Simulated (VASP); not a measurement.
These are PBEsol GGA, VASP's PBE PAW potentials (set 64) (plane waves; VASP 6.6.1) values and carry that method's errors.

A VASP calculation is set up with these files.

### INCAR
```
SYSTEM = As
PREC = Accurate
ENCUT = 400
EDIFF = 1E-7
NELM = 100
ALGO = Normal
LREAL = .FALSE.
LASPH = .TRUE.
ISMEAR = 1
SIGMA = 0.1
GGA = PS
LMAXMIX = 4
LWAVE = .FALSE.
LCHARG = .FALSE.
IBRION = 6
NFREE = 2
POTIM = 0.015
NSW = 1
ISIF = 2
LPHON_DISPERSION = .TRUE.
```

KPOINTS:
```
Automatic mesh
0
gamma
  3 3 3
```

**POSCAR**
```
As
1.0
 10.6028733117  -5.6834203185  -0.1614917673
 10.6028733117   5.6834203185  -0.1614917673
  7.6996734126   0.0000000000   9.2446353759
As
54
Direct
  0.0768326484   0.0768326484   0.0768326484
  0.0768326484   0.0768326484   0.4101659817
  0.0768326484   0.0768326484   0.7434993151
  0.0768326484   0.4101659817   0.0768326484
  0.0768326484   0.4101659817   0.4101659817
  0.0768326484   0.4101659817   0.7434993151
  0.0768326484   0.7434993151   0.0768326484
  0.0768326484   0.7434993151   0.4101659817
  0.0768326484   0.7434993151   0.7434993151
  0.4101659817   0.0768326484   0.0768326484
  0.4101659817   0.0768326484   0.4101659817
  0.4101659817   0.0768326484   0.7434993151
  0.4101659817   0.4101659817   0.0768326484
  0.4101659817   0.4101659817   0.4101659817
  0.4101659817   0.4101659817   0.7434993151
  0.4101659817   0.7434993151   0.0768326484
  0.4101659817   0.7434993151   0.4101659817
  0.4101659817   0.7434993151   0.7434993151
  0.7434993151   0.0768326484   0.0768326484
  0.7434993151   0.0768326484   0.4101659817
  0.7434993151   0.0768326484   0.7434993151
  0.7434993151   0.4101659817   0.0768326484
  0.7434993151   0.4101659817   0.4101659817
  0.7434993151   0.4101659817   0.7434993151
  0.7434993151   0.7434993151   0.0768326484
  0.7434993151   0.7434993151   0.4101659817
  0.7434993151   0.7434993151   0.7434993151
  0.2565006849   0.2565006849   0.2565006849
  0.2565006849   0.2565006849   0.5898340183
  0.2565006849   0.2565006849   0.9231673516
  0.2565006849   0.5898340183   0.2565006849
  0.2565006849   0.5898340183   0.5898340183
  0.2565006849   0.5898340183   0.9231673516
  0.2565006849   0.9231673516   0.2565006849
  0.2565006849   0.9231673516   0.5898340183
  0.2565006849   0.9231673516   0.9231673516
  0.5898340183   0.2565006849   0.2565006849
  0.5898340183   0.2565006849   0.5898340183
  0.5898340183   0.2565006849   0.9231673516
  0.5898340183   0.5898340183   0.2565006849
  0.5898340183   0.5898340183   0.5898340183
  0.5898340183   0.5898340183   0.9231673516
  0.5898340183   0.9231673516   0.2565006849
  0.5898340183   0.9231673516   0.5898340183
  0.5898340183   0.9231673516   0.9231673516
  0.9231673516   0.2565006849   0.2565006849
  0.9231673516   0.2565006849   0.5898340183
  0.9231673516   0.2565006849   0.9231673516
  0.9231673516   0.5898340183   0.2565006849
  0.9231673516   0.5898340183   0.5898340183
  0.9231673516   0.5898340183   0.9231673516
  0.9231673516   0.9231673516   0.2565006849
  0.9231673516   0.9231673516   0.5898340183
  0.9231673516   0.9231673516   0.9231673516
```

QPOINTS:
```
k-points along high-symmetry lines
11
Line-mode
Cartesian
  0.000000   0.000000   0.000000 ! GAMMA
  0.142139   0.000000   0.043871 ! T

  0.142139   0.000000   0.043871 ! T
  0.142139  -0.142427   0.043871 ! H_2

  0.038818  -0.192712   0.042365 ! H_0
  0.069849  -0.131963  -0.058176 ! L

  0.069849  -0.131963  -0.058176 ! L
  0.000000   0.000000   0.000000 ! GAMMA

  0.000000   0.000000   0.000000 ! GAMMA
  0.000000  -0.192712  -0.000000 ! S_0

  0.090478  -0.167570   0.043118 ! S_2
  0.072290  -0.131963   0.102048 ! F

  0.072290  -0.131963   0.102048 ! F
  0.000000   0.000000   0.000000 ! GAMMA
```

POTCAR, in this order: As (PBE.64 set). Program: vasp_std.

The run wrote:

File OSZICAR:
```
       N       E                     dE             d eps       ncg     rms          rms(c)
DAV:   1     0.105276954923E+04    0.10528E+04   -0.92903E+04  1956   0.114E+03
DAV:   2    -0.155847447084E+03   -0.12086E+04   -0.11631E+04  2330   0.197E+02
DAV:   3    -0.272456144541E+03   -0.11661E+03   -0.11370E+03  2368   0.586E+01
DAV:   4    -0.276654671110E+03   -0.41985E+01   -0.41225E+01  2424   0.103E+01
DAV:   5    -0.276796844307E+03   -0.14217E+00   -0.14120E+00  2429   0.160E+00    0.173E+01
DAV:   6    -0.276346217303E+03    0.45063E+00   -0.15682E-01  2376   0.792E-01    0.103E+01
DAV:   7    -0.276087983636E+03    0.25823E+00   -0.24020E-01  2304   0.105E+00    0.320E-01
DAV:   8    -0.276089198309E+03   -0.12147E-02   -0.65064E-03  2384   0.159E-01    0.112E-01
DAV:   9    -0.276089524728E+03   -0.32642E-03   -0.84337E-04  2440   0.580E-02    0.237E-02
DAV:  10    -0.276089514556E+03    0.10172E-04   -0.55517E-05  2352   0.150E-02    0.118E-02
DAV:  11    -0.276089515598E+03   -0.10421E-05   -0.19001E-05  2432   0.774E-03    0.260E-03
DAV:  12    -0.276089515162E+03    0.43590E-06   -0.15366E-06  2296   0.243E-03    0.110E-03
DAV:  13    -0.276089515815E+03   -0.65263E-06   -0.11791E-07  1408   0.720E-04    0.463E-04
DAV:  14    -0.276089515753E+03    0.62149E-07   -0.21015E-08  1360   0.321E-04
   1 F= -.27608952E+03 E0= -.27608893E+03  d E =-.174281E-02
 Found     1 degrees of freedom:
       N       E                     dE             d eps       ncg     rms          rms(c)
DAV:   1    -0.276087963670E+03    0.15521E-02   -0.10048E-01  3442   0.588E-01    0.825E-02
DAV:   2    -0.276088478380E+03   -0.51471E-03   -0.61544E-03  3912   0.130E-01    0.254E-02
DAV:   3    -0.276088480208E+03   -0.18273E-05   -0.13840E-04  4096   0.220E-02    0.142E-02
DAV:   4    -0.276088477929E+03    0.22793E-05   -0.14516E-05  3928   0.704E-03    0.677E-03
DAV:   5    -0.276088477226E+03    0.70236E-06   -0.16428E-06  3848   0.261E-03    0.297E-03
DAV:   6    -0.276088477026E+03    0.20024E-06   -0.18702E-07  2488   0.935E-04    0.111E-03
DAV:   7    -0.276088477026E+03    0.39836E-09   -0.92874E-08  2032   0.589E-04
   2 F= -.27608848E+03 E0= -.27608789E+03  d E =-.177247E-02
       N       E                     dE             d eps       ncg     rms          rms(c)
DAV:   1    -0.276087141474E+03    0.13356E-02   -0.33812E-01  3340   0.105E+00    0.166E-01
DAV:   2    -0.276088960813E+03   -0.18193E-02   -0.21665E-02  3904   0.239E-01    0.507E-02
DAV:   3    -0.276088972135E+03   -0.11322E-04   -0.50026E-04  4112   0.420E-02    0.279E-02
DAV:   4    -0.276088969395E+03    0.27404E-05   -0.55582E-05  3912   0.136E-02    0.126E-02
DAV:   5    -0.276088970234E+03   -0.83934E-06   -0.50885E-06  3928   0.468E-03    0.556E-03
DAV:   6    -0.276088970722E+03   -0.48807E-06   -0.76128E-07  3936   0.177E-03    0.219E-03
DAV:   7    -0.276088970712E+03    0.10614E-07   -0.20257E-07  2240   0.866E-04
   3 F= -.27608897E+03 E0= -.27608840E+03  d E =-.171669E-02
```

### OUTCAR
```
------------------------ aborting loop because EDIFF is reached ----------------------------------------
  FORCE on cell =-STRESS in cart. coord.  units (eV):
  Direction    XX          YY          ZZ          XY          YZ          ZX
  --------------------------------------------------------------------------------------
  Total       -0.1441360      0.4062846      0.3517680      0.0000000      0.0000000     -0.1999567
  in kB       -0.2046705      0.5769168      0.4995042      0.0000000      0.0000000     -0.2839349
  external PRESSURE =       0.2905835 kB  Pullay stress =       0.0000000 kB
  volume of cell :     1128.31
      direct lattice vectors                 reciprocal lattice vectors
    10.602873312 -5.683420318 -0.161491767     0.046566309 -0.087975193 -0.038784155
    10.602873312  5.683420318 -0.161491767     0.046566309  0.087975193 -0.038784155
     7.699673413  0.000000000  9.244635376     0.001626906  0.000000000  0.106815825
 POSITION                                       TOTAL-FORCE (eV/Angst)
 -----------------------------------------------------------------------------------
      2.20588      0.00000      0.68547         0.090014     -0.000000     -0.005530
      4.78744      0.00000      3.76702        -0.017029     -0.000000     -0.005836
      7.35400      0.00000      6.84856        -0.017028     -0.000000     -0.005700
      5.75517      1.89447      0.63164        -0.017512     -0.001152     -0.005312
      8.32173      1.89447      3.71319        -0.016812      0.000270     -0.004896
     10.88829      1.89447      6.79473        -0.011005     -0.004902     -0.003678
      9.28946      3.78895      0.57781        -0.017553     -0.001069     -0.005383
     11.85602      3.78895      3.65936        -0.011004     -0.005112     -0.004118
     14.42258      3.78895      6.74090        -0.016872     -0.000084     -0.005129
      5.75517     -1.89447      0.63164        -0.017512      0.001152     -0.005312
      8.32173     -1.89447      3.71319        -0.016812     -0.000270     -0.004896
     10.88829     -1.89447      6.79473        -0.011005      0.004902     -0.003678
      9.28946      0.00000      0.57781        -0.016779     -0.000000     -0.005207
     11.85602      0.00000      3.65936        -0.016274     -0.000000     -0.004815
     14.42258      0.00000      6.74090        -0.020810     -0.000000      0.001068
     12.82375      1.89447      0.52398        -0.013871      0.000472     -0.001000
     15.39031      1.89447      3.60553        -0.017574      0.003300     -0.006776
     17.95687      1.89447      6.68707        -0.017510     -0.000632     -0.005131
      9.28946     -3.78895      0.57781        -0.017553      0.001069     -0.005383
     11.85602     -3.78895      3.65936        -0.011004      0.005112     -0.004118
     14.42258     -3.78895      6.74090        -0.016872      0.000084     -0.005129
     12.82375     -1.89447      0.52398        -0.013871     -0.000472     -0.001000
     15.39031     -1.89447      3.60553        -0.017574     -0.003300     -0.006776
     17.95687     -1.89447      6.68707        -0.017510      0.000632     -0.005131
     16.35804      0.00000      0.47015        -0.016826     -0.000000     -0.004790
     18.92460      0.00000      3.55170        -0.020739     -0.000000     -0.002074
     21.49116      0.00000      6.63324        -0.016240     -0.000000     -0.004807
      7.41426      0.00000      2.28841         0.016509     -0.000000      0.004953
      9.98082      0.00000      5.36995         0.016098     -0.000000      0.004712
     12.54738      0.00000      8.45150         0.015122     -0.000000      0.003440
     10.94855      1.89447      2.23458         0.015964     -0.000168      0.004899
     13.51511      1.89447      5.31612         0.014969      0.001116      0.004645
     16.08167      1.89447      8.39767         0.016936      0.000577      0.004933
     14.48284      3.78895      2.18075         0.014586     -0.000016      0.004442
     17.04940      3.78895      5.26229         0.016583      0.000116      0.005399
     19.61596      3.78895      8.34384        -0.010251     -0.019105     -0.010879
     10.94855     -1.89447      2.23458         0.015964      0.000168      0.004899
     13.51511     -1.89447      5.31612         0.014969     -0.001116      0.004645
     16.08167     -1.89447      8.39767         0.016936     -0.000577      0.004933
     14.48284      0.00000      2.18075         0.015702     -0.000000      0.003793
     17.04940      0.00000      5.26229         0.020086     -0.000000      0.003676
     19.61596      0.00000      8.34384         0.015362     -0.000000      0.003354
     18.01713      1.89447      2.12692         0.017007     -0.000455      0.004874
     20.58369      1.89447      5.20846         0.014326     -0.001664      0.004535
     23.15025      1.89447      8.29001         0.017096      0.000049      0.005143
     14.48284     -3.78895      2.18075         0.014586      0.000016      0.004442
     17.04940     -3.78895      5.26229         0.016583     -0.000116      0.005399
     19.61596     -3.78895      8.34384        -0.010251      0.019105     -0.010879
     18.01713     -1.89447      2.12692         0.017007      0.000455      0.004874
     20.58369     -1.89447      5.20846         0.014326      0.001664      0.004535
     23.15025     -1.89447      8.29001         0.017096     -0.000049      0.005143
     21.55142      0.00000      2.07309        -0.036132     -0.000000      0.030136
     24.11798      0.00000      5.15463         0.017044     -0.000000      0.005348
     26.68454      0.00000      8.23618         0.016908     -0.000000      0.005143
 -----------------------------------------------------------------------------------
    total drift:                                0.000008      0.000000     -0.000009
  FREE ENERGIE OF THE ION-ELECTRON SYSTEM (eV)
  ---------------------------------------------------
  free  energy   TOTEN  =      -276.0889707115 eV

  energy  without entropy=     -276.0872540251  energy(sigma->0) =     -276.08839848
```
(Selected blocks of OUTCAR.)

The cell is a supercell, built from As (a7).
